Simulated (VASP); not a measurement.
The input files of a VASP run:

### KPOINTS
```
Automatic mesh
0
Gamma
12 12 12
0 0 0
```

INCAR:
```
LREAL = .False.   ! projection in real space or not
ISIF = 3   ! ions, shape and volume
LCHARG = .False.
SYSTEM = HfC
EDIFF = 1E-6   ! SCF stop (eV)
PREC = Accurate
GGA = PE
IVDW = 11   ! D3, zero damping
ISMEAR = 1
LWAVE = .False.
NELM = 100
IBRION = 2   ! conjugate gradients
LASPH = .True.   ! aspherical one-centre terms
ENCUT = 520   ! plane-wave cut-off (eV)
SIGMA = 0.1
EDIFFG = -0.01
NSW = 60   ! most ionic steps
ALGO = Normal
LMAXMIX = 6
```

File POSCAR:
```
HfC
1
    0.0000000000     2.3200000000     2.3200000000
    2.3200000000     0.0000000000     2.3200000000
    2.3200000000     2.3200000000     0.0000000000
Hf C
1 1
Direct
  0.0000000000   0.0000000000   0.0000000000
  0.5000000000   0.5000000000   0.5000000000
```

POTCAR, in this order: Hf_pv C (PBE.64 set). Program: vasp_std.

Question: Translate this PBE-D3 (zero damping) calculation to Quantum ESPRESSO's pw.x.

Answer: One equivalent input (not run):
```
&CONTROL
  calculation = 'vc-relax'
  pseudo_dir = './pseudo'
  outdir = './out'
  tprnfor = .true.
  tstress = .true.
  nstep = 60
  forc_conv_thr = 0.00039
/
&SYSTEM
  ibrav = 0
  nat = 2
  ntyp = 2
  ecutwfc = 82
  occupations = 'smearing'
  smearing = 'methfessel-paxton'
  degauss = 0.00735
  input_dft = 'pbe'
  vdw_corr = 'grimme-d3'
  dftd3_version = 3
  dftd3_threebody = .false.
/
&ELECTRONS
  conv_thr = 7.3e-08
  electron_maxstep = 100
/
&IONS
/
&CELL
/
ATOMIC_SPECIES
  Hf 178.490 Hf.upf
  C 12.011 C.upf
CELL_PARAMETERS angstrom
     0.0000000    2.3200000    2.3200000
     2.3200000    0.0000000    2.3200000
     2.3200000    2.3200000    0.0000000
ATOMIC_POSITIONS crystal
  Hf   0.0000000  0.0000000  0.0000000
  C    0.5000000  0.5000000  0.5000000
K_POINTS automatic
  12 12 12 0 0 0
```
What does not carry over: the potentials are each code's own (VASP's PAW set, PseudoDojo norm-conserving files in pw.x), so ENCUT and ecutwfc are chosen apart and not converted; conv_thr bounds pw.x's estimated SCF error, while EDIFF bounds the energy change between steps; forc_conv_thr acts on force components and is met together with etot_conv_thr.

The compound is HfC in the rock salt structure. This run relaxes it. Symmetry was kept, so distortions that lower it aren't found.
